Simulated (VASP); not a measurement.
Data:

```xyz
2
Lattice="0.0000 3.1450 3.1450 3.1450 0.0000 3.1450 3.1450 3.1450 0.0000" Properties=species:S:1:pos:R:3 pbc="T T T"
K      0.0000     0.0000     0.0000
Cl     3.1450     3.1450     3.1450
```

All values below come from r2SCAN meta-GGA, VASP's PBE PAW potentials (set 64) (plane waves; VASP). Numerical set-up: 480 eV cut-off, 8×8×8 Γ-centred mesh, Gaussian smearing of 0.050 eV, potentials K_sv Cl.

Each row applies one change to this cell, which was relaxed at other settings and keeps the small stress of the first row; at a fixed cut-off the stress holds a Pulay part, so it need not integrate to ΔE exactly. Stress is in GPa, positive when the cell is compressed; gaps are those on the k-mesh, and 0.00 means metallic.

```json
[
 {"change": "none", "ΔE (meV/atom)": "0.0", "σxx": "-0.02", "σyy": "-0.02", "σzz": "-0.02", "largest shear component, with its sign (GPa)": "0.00", "gap (eV)": "5.83"},
 {"change": "uniaxial strain of +2.0 % along x", "ΔE (meV/atom)": "1.4", "σxx": "-0.83", "σyy": "-0.13", "σzz": "-0.13", "largest shear component, with its sign (GPa)": "0.00", "gap (eV)": "5.76"},
 {"change": "uniaxial strain of +4.0 % along x", "ΔE (meV/atom)": "[?]", "σxx": "[?]", "σyy": "[?]", "σzz": "[?]", "largest shear component, with its sign (GPa)": "[?]", "gap (eV)": "[?]"},
 {"change": "uniaxial strain of +3.0 % along y", "ΔE (meV/atom)": "[?]", "σxx": "[?]", "σyy": "[?]", "σzz": "[?]", "largest shear component, with its sign (GPa)": "[?]", "gap (eV)": "[?]"}
]
```

### Question
Complete the blanks.

### Answer

- uniaxial strain of +3.0 % along y, ΔE (meV/atom): 3.1
- uniaxial strain of +3.0 % along y, σxx: -0.18
- uniaxial strain of +3.0 % along y, σyy: -1.15
- uniaxial strain of +3.0 % along y, σzz: -0.18
- uniaxial strain of +3.0 % along y, largest shear component, with its sign (GPa): 0.00
- uniaxial strain of +3.0 % along y, gap (eV): 5.72
- uniaxial strain of +4.0 % along x, ΔE (meV/atom): 5.5
- uniaxial strain of +4.0 % along x, σxx: -1.43
- uniaxial strain of +4.0 % along x, σyy: -0.23
- uniaxial strain of +4.0 % along x, σzz: -0.23
- uniaxial strain of +4.0 % along x, largest shear component, with its sign (GPa): 0.00
- uniaxial strain of +4.0 % along x, gap (eV): 5.69

Failed runs are left out, and for metals the shear rows, which the mesh's noise covers.

The compound is KCl in the rock salt structure. The cell was not relaxed at this level.
